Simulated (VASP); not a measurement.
Here is the system:

```
CELL_PARAMETERS angstrom
      8.75833     0.00000     0.00000
      0.00000     8.75833     0.00000
      0.00000     0.00000     8.75833
ATOMIC_POSITIONS crystal
  Si 0.49922 0.99955 0.99820
  Si 0.74818 0.24887 0.99728
  Si 0.74855 0.99921 0.25142
  Si 0.00154 0.00045 0.99834
  Si 0.24718 0.24593 0.99718
  Si 0.50163 0.50094 0.99659
  Si 0.75089 0.75024 0.99775
  Si 0.24774 0.99957 0.24925
  Si 0.48928 0.23937 0.24072
  Si 0.75920 0.51187 0.24078
  Si 0.50127 0.99852 0.49873
  Si 0.75918 0.23942 0.51070
  Si 0.75082 0.99950 0.75231
  Si 0.00228 0.50310 0.99762
  Si 0.24859 0.74876 0.99773
  Si 0.00261 0.24886 0.25177
  Si 0.24636 0.50148 0.24986
  Si 0.50073 0.75204 0.24957
  Si 0.00171 0.99956 0.50053
  Si 0.24593 0.24706 0.49920
  Si 0.75047 0.75203 0.49917
  Si 0.24849 0.99983 0.75144
  Si 0.50079 0.24704 0.75411
  Si 0.75023 0.50149 0.75369
  Si 0.00208 0.75016 0.24905
  Si 0.00332 0.50087 0.49826
  Si 0.24895 0.74933 0.49983
  Si 0.00269 0.24589 0.75288
  Si 0.24804 0.50210 0.75202
  Si 0.50011 0.74940 0.75117
  Si 0.00223 0.74876 0.75130
  C  0.62591 0.12543 0.12614
  C  0.87384 0.37339 0.12606
  C  0.87373 0.12548 0.37397
  C  0.12441 0.12467 0.12526
  C  0.37476 0.37628 0.12450
  C  0.62373 0.62545 0.12500
  C  0.87498 0.87533 0.12492
  C  0.37529 0.12435 0.37632
  C  0.87495 0.62539 0.37619
  C  0.62369 0.12431 0.62478
  C  0.87549 0.37627 0.62523
  C  0.87465 0.12470 0.87556
  C  0.12457 0.62516 0.12409
  C  0.37445 0.87517 0.12399
  C  0.12544 0.37482 0.37472
  C  0.37249 0.62830 0.36833
  C  0.62510 0.87467 0.37483
  C  0.12445 0.12333 0.62503
  C  0.37097 0.36742 0.62918
  C  0.63166 0.62843 0.62761
  C  0.87597 0.87514 0.62549
  C  0.37485 0.12340 0.87553
  C  0.62526 0.37498 0.87453
  C  0.87584 0.62527 0.87537
  C  0.12472 0.87477 0.37485
  C  0.12560 0.62465 0.62444
  C  0.37505 0.87440 0.62495
  C  0.12448 0.37473 0.87545
  C  0.37556 0.62470 0.87441
  C  0.62503 0.87483 0.87530
  C  0.12508 0.87443 0.87485
  Ge 0.50272 0.49773 0.49733
```

Level of theory: HSE06 screened hybrid, VASP's PBE PAW potentials (set 64) (plane waves; VASP 6.6.1). Settings: PREC = Normal, LREAL = Auto, ISYM = 0, EDIFF = 1E-5, 400 eV cut-off, 1×1×1 Γ-centred mesh, Gaussian smearing of 0.050 eV, potentials Si C Ge.

The supercell is sampled at Γ alone, which is coarse: total energies, pressure and levels can be off, energies of defects by several tenths of an eV.

Q: Predict the energy per atom (σ→0).

A: 
```json
{
  "energy per atom (σ→0)": "-8.564 eV/atom"
}
```

Only differences to runs with the same potentials and settings are physical.

The cell is a supercell with a defect, built from SiC (zinc blende): Ge_Si-vac_C. The cell's shape comes from a PBE relaxation. The run is not spin-polarised, so no state with unpaired spins was tried.
